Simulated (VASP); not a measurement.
A convergence study with VASP on C (diamond): one setting is varied, all else stays as given below, so the limit is that of these other settings. ε∞ is the independent-particle value.

```yaml
crystal:
  lattice:
    - [0.00000, 1.78350, 1.78350]
    - [1.78350, 0.00000, 1.78350]
    - [1.78350, 1.78350, 0.00000]
  atoms:
    - { symbol: C, position: [0.00000, 0.00000, 0.00000] }
    - { symbol: C, position: [0.25000, 0.25000, 0.25000] }
```

All values below come from PBE GGA, VASP's PBE PAW potentials (set 64) (plane waves; VASP). The tightest run used: 700 eV cut-off, 10×10×10 Γ-centred mesh, Gaussian smearing of 0.050 eV, potentials C.

The reference is NBANDS = 132, which took about 50 core-seconds. Times come from single runs on busy shared machines, so they are rough: good to a factor of about 2.

**Question.** Of the settings NBANDS = 5; NBANDS = 6; NBANDS = 8; NBANDS = 12; NBANDS = 20; NBANDS = 36; NBANDS = 68; NBANDS = 132, which is the lowest that keeps the difference from the reference in mean ε∞ within 0.3 from there on, and what does it cost?

**Answer.** NBANDS = 8; its cost over the reference is about 1/8.
| setting | difference in mean ε∞ | cost over the reference |
|---|---|---|
| NBANDS = 5 | 2.28 | about 1/10 |
| NBANDS = 6 | 1.06 | about 1/10 |
| NBANDS = 8 | 0.22 | about 1/8 |
| NBANDS = 12 | 0.03 | about 1/7 |
| NBANDS = 20 | 0.00 | about 1/6 |
| NBANDS = 36 | 0.00 | about 1/3 |
| NBANDS = 68 | 0.00 | about 1/2 |
| NBANDS = 132 | 0.00 | reference |

Left out are rungs that failed or repeat a setting and relaxations that didn't move; long series are thinned to 24 rows.

The compound is C in the diamond structure. The cell was not relaxed at this level.
